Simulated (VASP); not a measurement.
Given:

```yaml
crystal:
  lattice:
    - [0.00000, 1.97647, 1.97647]
    - [1.97647, 0.00000, 1.97647]
    - [1.97647, 1.97647, 0.00000]
  atoms:
    - { symbol: Li, position: [0.00000, 0.00000, 0.00000] }
    - { symbol: H, position: [0.50000, 0.50000, 0.50000] }
```

Computed with PBE GGA with D4 dispersion, VASP's PBE PAW potentials (set 64) (plane waves; VASP). Numerical set-up: 520 eV cut-off, Gaussian smearing of 0.050 eV, potentials Li_sv H.

Q: Predict the band gap (along the path) with the smallest direct gap where there is one.

A: 
| Property | Value |
|---|---|
| band gap (along the path) | 2.95 eV |
| smallest direct gap (along the path) | 2.95 eV |

Only differences to runs with the same potentials and settings are physical.

The compound is LiH in the rock salt structure. It was relaxed first, which changed the volume by -9 %.
